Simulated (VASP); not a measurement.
A run of VASP 6.6.1 is set up as follows.

The input INCAR:

```
PREC = Accurate ; ENCUT = 520
EDIFF = 1E-7 ; ISMEAR = -1
SIGMA = 0.05 ; LREAL = False
LASPH = True ; NELM = 60
ALGO = Normal ; ISIF = 2
LWAVE = False ; LCHARG = False
GGA = PE ; NBANDS = 23
```

File KPOINTS:

```
Automatic mesh
0
Gamma
  6 6 5
```

Contents of POSCAR:

```
SrP2Pd
1.0
    4.2131962000      0.0000000000      0.0000000000
    0.0000000000      4.2131962000      0.0000000000
    0.0000000000      0.0000000000      5.8943803000
Sr P Pd
1 2 1
Direct
    0.5000000000      0.5000000000      0.5000000000
    0.0000000000      0.5000000000      0.2224034200
    0.5000000000      0.0000000000      0.7775965800
    0.0000000000      0.0000000000      0.0000000000
```

Potentials or basis: VASP PAW PBE potentials, release 64 (Sr_sv, P, Pd).

Launch:

```bash
$ cat potpaw_PBE.64/Sr_sv/POTCAR potpaw_PBE.64/P/POTCAR potpaw_PBE.64/Pd/POTCAR > POTCAR
$ mpirun -np 1 vasp_std > vasp.out
```

(1) What does it give for the pressure?

(2) Estimate the band gap on the k mesh.

(3) Estimate the largest force.

Results:

(1) 2.8 GPa.

(2) none (metal or under the smearing width).

(3) 3.595 eV/Å.

Caveat: forces of over 1 eV/Å show positions far from the minimum, so gaps and moduli don't describe the material at rest.
